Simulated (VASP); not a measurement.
Given:

```yaml
crystal:
  lattice:
    - [0.00000, 2.14534, 2.14534]
    - [2.14534, 0.00000, 2.14534]
    - [2.14534, 2.14534, 0.00000]
  atoms:
    - { symbol: Ta, position: [0.00000, 0.00000, 0.00000] }
    - { symbol: C, position: [0.50000, 0.50000, 0.50000] }
```

Method: PBEsol GGA, VASP's PBE PAW potentials (set 64) (plane waves; VASP). Settings: 620 eV cut-off, 15×15×15 Γ-centred mesh, first-order Methfessel-Paxton smearing of 0.10 eV, potentials Ta_pv C.

Unless said otherwise, spin-orbit coupling is left out, though it shifts the bands of the heavy elements here.

Question: What does the run give for the energy per atom (σ→0), pressure, band gap (on the k-mesh) with the smallest direct gap where there is one?

Answer: 
The band gap (on the k-mesh) is none (metal, semimetal or under 0.01 eV). The energy per atom (σ→0) is -11.618 eV/atom. The pressure is 45.01 GPa.

The absolute energy has meaning only against runs of the same code, potentials and settings.

The compound is TaC in the rock salt structure. It was relaxed first under an external pressure of 45 GPa. The electron count is odd and the run is not spin-polarised, which forces a metal.
